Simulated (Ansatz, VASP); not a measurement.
# Cross-check of GaMo between VASP and Ansatz, part 2 of 2

Aim: how closely do two programs agree when they are given the same cell, functional and k mesh? The cell is generated by rule, not measured, and may not be a known phase. The cell is taken from a series of runs on this material, whose earlier steps may have relaxed, scaled, displaced or heated it; both programs get it as it stands.

VASP 6.6.1 and Ansatz 0.2.0.

So far: Starting point; VASP: zone-centre phonons, PBE.

The structure was built from a prototype and need not be the compound's stable phase.

### 3. Ansatz: zone-centre phonons, PBE

Level of this step: Ansatz beside VASP: Kohn-Sham DFT, plane waves, PBE (Ansatz).

Ansatz runs on its PAW jth soft_2 files.

The same cell, functional, mesh and smearing now go to Ansatz, which takes its cutoff from its data sets.

File input.yaml:

```yaml
crystal:
  lattice:
    - [3.1224307846, 0.0, 0.0]
    - [0.0, 3.1224307846, 0.0]
    - [0.0, 0.0, 3.1224307846]
  atoms:
    - { symbol: Ga, position: [0.0, 0.0, 0.0] }
    - { symbol: Mo, position: [0.5, 0.5, 0.5] }
kpoints:
  mp_grid: { grid: [8, 8, 8] }
hamiltonian:
  xc: pbe
  pseudopotentials: { kind: paw, source: jth }
scf:
  occupations: { method: gaussian, width: 0.27211 }
output:
  eigenvalues: true
phonons:
  method: dfpt
```

On the command line:

```
ansatz run input.yaml --threads 4 --pin off --max-ram 8192MiB --backend cpu --events-out ev --progress --plain --runs-dir out
```

Numbers of over 12 decimals in the logs are rounded to 6 here.

Output:

```text
Warning: <dir> the checks of this Ga dataset prove no rule for summing its radial tables, as where they were carried onto another mesh than they were made on, and Gregory's rule is taken, under which a leading mesh point left out moves its sums only by what lay on the interval it spanned. That does not make them correct, and they differ from Quantum ESPRESSO's on this file; a re-export a fraction of a mesh step off can move them. hamiltonian.pseudopotentials.radial_quadrature: simpson_from_first_knot sums it by `pw.x`'s rule; on a PAW file no value gives `pw.x`'s numbers. What more to know: hamiltonian.pseudopotentials.radial_quadrature, in the input reference
Warning: <dir> the checks of this Mo dataset prove no rule for summing its radial tables, as where they were carried onto another mesh than they were made on, and Gregory's rule is taken, under which a leading mesh point left out moves its sums only by what lay on the interval it spanned. That does not make them correct, and they differ from Quantum ESPRESSO's on this file; a re-export a fraction of a mesh step off can move them. hamiltonian.pseudopotentials.radial_quadrature: simpson_from_first_knot sums it by `pw.x`'s rule; on a PAW file no value gives `pw.x`'s numbers. What more to know: hamiltonian.pseudopotentials.radial_quadrature, in the input reference
Engine: ansatz 0.2.0, aarch64-unknown-linux-gnu
Pseudopotentials: kind: paw
Pseudopotential: Ga, paw, valence charge 13, recommended cutoff 3600 eV (normal), Ga.paw.azcp
Pseudopotential: Mo, paw, valence charge 14, recommended cutoff 1800 eV (normal), Mo.paw.azcp
Functional definition: PBE
  parameter kappa = 0.804
  parameter beta = 0.066725
  exchange = pbe_x(kappa = kappa, mu = beta*pi^2/3)
  correlation = pbe_c(beta = beta)
Crystal: 2 atoms, lattice volume = 30.442 Å³
Basis set: ecut = 3600 eV, 14939 PW (Γ), exchange–correlation on 128×128×128 points (8 copies of the dense FFT grid, shifted against one another)
Bands: 18, of which v1, the nominal top of the filled ones, is band 14 counted from 1 (13 counted from 0)
Symmetry: 48 space group operations
k-points: 75 of 512 (irreducible under 8 space group operations, time reversal used)
Non-local potential: Ga, projectors of the file, l = 0: 2, l = 1: 2, l = 2: 2
Non-local potential: Mo, projectors of the file, l = 0: 2, l = 1: 2, l = 2: 2
PAW form: soft (Blöchl's): semilocal exchange-correlation on the pseudo side does not see the compensation charge
PAW one-centre angular grid: Ga, 590 points (default); XC on 64 Gauss nodes
PAW one-centre angular grid: Mo, 590 points (default); XC on 64 Gauss nodes
Initial density: superposition of atomic densities (chi_scale 0.1, normalization cell, long waves kept (reshape's long-wave potential 0.00 eV rms))
Initial wavefunctions: pseudopotential atomic-orbital guess
Functional: x = pbe(κ = 0.804, μ = 0.219515), c = pbe(β = 0.066725)
SCF iter   1: F=—  HF=-8733.655509 eV  |F-HF|=—  |Δ(HF+E_count)|=         —  Δρ=1.08e-1  dr2=5.44e0  ethr=3.10e-3  ⟨swp⟩=7.7  Hψ=8312  notcnv=0
preconditioner: auto → none  [metal: Δε(μ)=0.125 eV  Ē_g=19.474 eV  σ=0.272 eV  W_gap=0.25  n_scr=6 (ndim 8)  ℏωp=33.7 eV  f_vac=0.000  D(μ)=1.46/eV (n_scr^D=18)  sad-step TF]
SCF iter   2: F=—  HF=-8732.930154 eV  |F-HF|=—  |Δ(HF+E_count)|=   7.25e-1  Δρ=7.39e-2  dr2=2.66e0  ethr=3.10e-3  ⟨swp⟩=2.0  Hψ=2291  notcnv=0  defer=7
SCF iter   3: F=—  HF=-8732.295734 eV  |F-HF|=—  |Δ(HF+E_count)|=   6.34e-1  Δρ=1.03e-2  dr2=2.69e-2  ethr=3.10e-3  ⟨swp⟩=2.3  Hψ=2634  notcnv=0  defer=7
SCF iter   4: F=—  HF=-8732.297406 eV  |F-HF|=—  |Δ(HF+E_count)|=   1.67e-3  Δρ=5.06e-3  dr2=5.51e-3  ethr=9.97e-5  ⟨swp⟩=2.0  Hψ=2625  notcnv=0  defer=4
SCF iter   5: F=—  HF=-8732.293607 eV  |F-HF|=—  |Δ(HF+E_count)|=   3.80e-3  Δρ=7.60e-4  dr2=1.56e-4  ethr=2.04e-5  ⟨swp⟩=2.0  Hψ=1852  notcnv=0  defer=4
SCF iter   6: F=—  HF=-8732.293581 eV  |F-HF|=—  |Δ(HF+E_count)|=   2.62e-5  Δρ=1.01e-4  dr2=2.06e-6  ethr=5.78e-7  ⟨swp⟩=2.0  Hψ=2207  notcnv=0  defer=4
SCF iter   7: F=—  HF=-8732.293621 eV  |F-HF|=—  |Δ(HF+E_count)|=   3.95e-5  Δρ=1.36e-5  dr2=4.61e-8  ethr=7.62e-9  ⟨swp⟩=2.0  Hψ=2384  notcnv=0  defer=4
SCF iter   8: F=—  HF=-8732.293621 eV  |F-HF|=—  |Δ(HF+E_count)|=   7.59e-9  Δρ=1.49e-6  dr2=2.13e-10  ethr=1.71e-10  ⟨swp⟩=2.2  Hψ=2287  notcnv=0  defer=4
SCF iter   9: F=-8732.293621 eV  HF=-8732.293621 eV  |F-HF|=1.82e-12  |Δ(HF+E_count)|=  2.24e-10  Δρ=1.61e-7  dr2=3.02e-12  ethr=1.00e-12  ⟨swp⟩=6.8  Hψ=7164  notcnv=0
SCF 1 converged in 9 iterations: F = -8732.293621 eV  dr2 = 3.02e-12
  greatest PAW one-centre occupation: 0.993 electrons in one spin orbital (limit 2), on the Mo atom at site 1 (counted from 0), in its partial waves of l = 0
DFPT response loops at Γ: preconditioner auto → Kerker (q_TF=auto, 2.674 Å⁻¹) (partly filled bands, converged f_vac=0.000); β = 1.00, the filter's whole step (`scf.mixing.beta` (0.50) is not read by the response loops under this deck's `scf.mixing.preconditioner`; to damp them name `kerker` or `kerker_dos`, under which they read `scf.mixing.beta`, and type it under 1.00, their step now; both keys bind the ground state too); Broyden in place of MSR1
SCF converged after 9 iterations
Free energy (F): -8732.293621 eV
Harris-Foulkes:  -8732.293621 eV  (|F-HF|=1.82e-12)
Internal energy: -8732.229383 eV  (E = F + TS)
E sigma→0 (E₀):  -8732.261502 eV
Entropy (-TS):   -0.064238 eV (-32.119 meV/atom)
Fermi energy:    17.379387 eV
--- Per-component energies (eV) ---
  E_band       = -35.109400
  E_kinetic    = 400.341748
  E_local      = -2237.581650  (includes V_loc(G=0)·N_el)
  E_nonlocal   = 559.909596
  E_hartree    = 794.575501
  E_xc         = -149.700169
  E_vxc        = -193.609349  (∫ρ·V_xc dr)
  E_paw        = -5038.730998  (= ΣΔE_a)
  E_vpaw       = -153.320755  (= ΣTr[D̂ρ^β])
  E_aug_tail   = 0.000021  (compensation charges beyond the density's cutoff)
  E_ewald      = -3061.043433
  E_smearing   = -0.064238  (= −TS)
  E_closure    = -0.000000  (closes the sum)
  Σ components = -8732.293621   (vs F -8732.293621, Δ=0.00e0)
--- Band table (eV; the first three rows and the last of 75) ---
  k-point 0: bands = [... 10 lower, 14.7642, 14.7642, 18.8097, 18.8097, 18.8097, 21.9849, 21.9849, 21.9849]
  k-point 1: bands = [... 10 lower, 14.7747, 14.8290, 18.1916, 18.1916, 18.8240, 20.9965, 22.8543, 22.8543]
  k-point 2: bands = [... 10 lower, 14.3434, 14.9943, 17.2262, 17.2262, 18.8591, 19.9474, 24.5970, 24.5970]
  k-point 74: bands = [... 10 lower, 12.8515, 12.8515, 15.8738, 20.3013, 20.3013, 22.4949, 22.4949, 22.4949]
--- Phonons (Γ-DFPT): 2 representative perturbations + reference, on 75 of 512 k-points (Σ response iterations 6) ---
  k mesh reduced under 8 symmetry operations, with k and −k counted as one. Each operation leaves every solved perturbation unchanged. A smaller set is not used because it would not reduce the number of displacements times k-points to solve
  ASR residual: 1.549e-4 → 0.000e0 eV/Å²; symmetrization residual: 9.170e-6 eV/Å²
  ASR residual per site (eV/Å²): 1.68e-5 1.55e-4
  Γ frequencies (cm⁻¹): 0.00 0.00 0.00 226.91 226.91 226.91
  non-analytic LO–TO correction: not included (Born effective charges unavailable; polar crystals: no LO–TO splitting at Γ)
```

In the SCF lines HF is the Harris–Foulkes energy and dr2 the Hartree energy of the density residual, in eV; the loop may stop once dr2 is under the threshold and the program's other checks hold. Hψ counts applications of the Hamiltonian.

### 4. Comparison

Known differences besides the potentials themselves: the cutoff is 3600 eV in Ansatz and 500 eV in VASP. Total energies have different zeros and are not compared.

Compared:

```
                  quantity  Ansatz   VASP  difference
optical mode 1 to 3 (cm⁻¹)   226.9  227.3     -0.18 %
```

Modes are paired by rising frequency, not by their patterns, so a pair may set unlike modes beside each other; they are those without the splitting of longitudinal modes.

### 5. Results

```
r.m.s. difference of the optical zone-centre modes, each program's sorted by frequency (zone-centre phonons, PBE) : 0.40 cm⁻¹
```

What this shows: The r.m.s. difference of the optical zone-centre modes, each program's sorted by frequency is 0.40 cm⁻¹ (zone-centre phonons, PBE). Such differences can come from data sets, numerical settings and the points named under the comparisons, not from the functional's error against experiment.

[Lines on the potential files, build, host, timing and source positions are cut from VASP's logs without a mark.]

[Logs are printed without paths, hosts, clocks, repeated set-up lines and the standing remarks that a program may print on its own settings, such as how far it seeks lower states.]

[Hosts, paths, dates, database ids (printed as entryN), source tags and the programs' standing remarks are cut or masked in the printed files.]
